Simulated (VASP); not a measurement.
These are PBEsol GGA, VASP's PBE PAW potentials (set 64) (plane waves; VASP) values and carry that method's errors.

Input for VASP

### POSCAR
```
Al
1
   -0.0000000000     2.0057806616     2.0057806616
    2.0057806616    -0.0000000000     2.0057806616
    2.0057806616     2.0057806616     0.0000000000
Al
1
Direct
  0.0000000000   0.0000000000   0.0000000000
```

**INCAR**
```
NSW  =  60
PREC  =  Accurate
ALGO  =  Normal
LCHARG  =  .FALSE.
EDIFFG  =  -0.01   # ionic stop
EDIFF  =  1E-6   # SCF stop (eV)
ISMEAR  =  1   # Methfessel-Paxton
NELM  =  100   # most electronic steps
ENCUT  =  400
LASPH  =  .TRUE.   # aspherical one-centre terms
GGA  =  PS
ISIF  =  3   # ions, shape and volume
SIGMA  =  0.1   # width (eV)
SYSTEM  =  Al
LREAL  =  .FALSE.   # projection in real space or not
LWAVE  =  .FALSE.
IBRION  =  2
```

File KPOINTS:
```
Automatic mesh
0
Gamma
14 14 14
0 0 0
```

POTCAR, in this order: Al (PBE.64 set). Program: vasp_std.

What VASP printed:

### OUTCAR
```
 ion  position               nearest neighbor table
   1  0.000  0.000  0.000-
  LATTYP: Found a face centered cubic cell.
 ALAT       =     4.0115613232
 Subroutine PRICEL returns:
 Original cell was already a primitive cell.
 Subroutine GETGRP returns: Found 48 space group operations
The static configuration has the point symmetry O_h .
The dynamic configuration has the point symmetry O_h .
 Subroutine INISYM returns: Found 48 space group operations
 Subroutine IBZKPT returns following result:
 Found    104 irreducible k-points:

 Following reciprocal coordinates:
            Coordinates               Weight
  0.000000  0.000000  0.000000      1.000000
  0.071429  0.000000  0.000000      8.000000
  0.142857  0.000000  0.000000      8.000000
  0.214286  0.000000  0.000000      8.000000
  0.285714  0.000000  0.000000      8.000000
  0.357143  0.000000  0.000000      8.000000
  0.428571  0.000000  0.000000      8.000000
  0.500000  0.000000  0.000000      4.000000
  0.071429  0.071429  0.000000      6.000000
  0.142857  0.071429  0.000000     24.000000
  0.214286  0.071429  0.000000     24.000000
  0.285714  0.071429  0.000000     24.000000
  0.357143  0.071429  0.000000     24.000000
  0.428571  0.071429  0.000000     24.000000
  0.500000  0.071429  0.000000     24.000000
 -0.428571  0.071429  0.000000     24.000000
 -0.357143  0.071429  0.000000     24.000000
 -0.285714  0.071429  0.000000     24.000000
 -0.214286  0.071429  0.000000     24.000000
 -0.142857  0.071429  0.000000     24.000000
 -0.071429  0.071429  0.000000     12.000000
  0.142857  0.142857  0.000000      6.000000
  0.214286  0.142857  0.000000     24.000000
  0.285714  0.142857  0.000000     24.000000
  0.357143  0.142857  0.000000     24.000000
  0.428571  0.142857  0.000000     24.000000
  0.500000  0.142857  0.000000     24.000000
 -0.428571  0.142857  0.000000     24.000000
 -0.357143  0.142857  0.000000     24.000000
 -0.285714  0.142857  0.000000     24.000000
 -0.214286  0.142857  0.000000     24.000000
 -0.142857  0.142857  0.000000     12.000000
  0.214286  0.214286  0.000000      6.000000
  0.285714  0.214286  0.000000     24.000000
  0.357143  0.214286  0.000000     24.000000
  0.428571  0.214286  0.000000     24.000000
  0.500000  0.214286  0.000000     24.000000
 -0.428571  0.214286  0.000000     24.000000
 -0.357143  0.214286  0.000000     24.000000
 -0.285714  0.214286  0.000000     24.000000
   k-points           NKPTS =    104   k-points in BZ     NKDIM =    104   number of bands    NBANDS=      5
   number of dos      NEDOS =    301   number of ions     NIONS =      1
   total plane-waves  NPLWV =   8000
   dimension x,y,z NGX =    20 NGY =   20 NGZ =   20
   dimension x,y,z NGXF=    40 NGYF=   40 NGZF=   40
   ions per type =               1
   PREC   = accura    normal or accurate (medium, high low for compatibility)
   ISTART =      0    job   : 0-new  1-cont  2-samecut
   ICHARG =      2    charge: 1-file 2-atom 10-const
   ISPIN  =      1    spin polarized calculation?
   LNONCOLLINEAR =      F non collinear calculations
   LSORBIT =      F    spin-orbit coupling
   INIWAV =      1    electr: 0-lowe 1-rand  2-diag
   ENCUT  =  400.0 eV  29.40 Ry    5.42 a.u.   4.63  4.63  4.63*2*pi/ulx,y,z
   NELM   =    100;   NELMIN=  2; NELMDL= -5     # of ELM steps
   EDIFF  = 0.1E-05   stopping-criterion for ELM
   LREAL  =      F    real-space projection
   NLSPLINE    = F    spline interpolate recip. space projectors
   LMAXMIX     =    2 max onsite mixed and CHGCAR
   VOSKOWN=      0    Vosko Wilk Nusair interpolation
...
```

### OSZICAR
```
       N       E                     dE             d eps       ncg     rms          rms(c)
DAV:   1    -0.238484320933E+01   -0.23848E+01   -0.66803E+02  1230   0.238E+02
DAV:   2    -0.410049994989E+01   -0.17157E+01   -0.14221E+01  1355   0.262E+01
DAV:   3    -0.411371715626E+01   -0.13217E-01   -0.13197E-01  1345   0.272E+00
DAV:   4    -0.411376290171E+01   -0.45745E-04   -0.45745E-04  1410   0.162E-01
DAV:   5    -0.411376319657E+01   -0.29486E-06   -0.29551E-06  1350   0.103E-02    0.144E+00
DAV:   6    -0.409628845945E+01    0.17475E-01   -0.21496E-03  1240   0.305E-01    0.818E-01
DAV:   7    -0.408448471845E+01    0.11804E-01   -0.58914E-03  1240   0.486E-01    0.174E-01
DAV:   8    -0.408447014640E+01    0.14572E-04   -0.31746E-05  1365   0.583E-02    0.139E-02
DAV:   9    -0.408446937105E+01    0.77535E-06   -0.51621E-07  1230   0.514E-03
   1 F= -.40844694E+01 E0= -.40845669E+01  d E =-.408447E+01
```

File OUTCAR:
```
------------------------ aborting loop because EDIFF is reached ----------------------------------------
  FORCE on cell =-STRESS in cart. coord.  units (eV):
  Direction    XX          YY          ZZ          XY          YZ          ZX
  --------------------------------------------------------------------------------------
  Total       -0.0000266     -0.0000266     -0.0000266      0.0000000      0.0000000      0.0000000
  in kB       -0.0026398     -0.0026398     -0.0026398      0.0000000      0.0000000      0.0000000
  external PRESSURE =      -0.0026398 kB  Pullay stress =       0.0000000 kB
  volume of cell :       16.14
      direct lattice vectors                 reciprocal lattice vectors
     0.000000000  2.005780662  2.005780662    -0.249279500  0.249279500  0.249279500
     2.005780662  0.000000000  2.005780662     0.249279500 -0.249279500  0.249279500
     2.005780662  2.005780662  0.000000000     0.249279500  0.249279500 -0.249279500
 POSITION                                       TOTAL-FORCE (eV/Angst)
 -----------------------------------------------------------------------------------
      0.00000      0.00000      0.00000         0.000000      0.000000      0.000000
 -----------------------------------------------------------------------------------
    total drift:                               -0.000000     -0.000000     -0.000000
  FREE ENERGIE OF THE ION-ELECTRON SYSTEM (eV)
  ---------------------------------------------------
  free  energy   TOTEN  =        -4.0844693711 eV

  energy  without entropy=       -4.0847619622  energy(sigma->0) =       -4.08456690

 reached required accuracy - stopping structural energy minimisation
```
(Selected blocks of OUTCAR.)

The compound is Al in the fcc structure. It was relaxed first. The start is the result of an earlier pass.
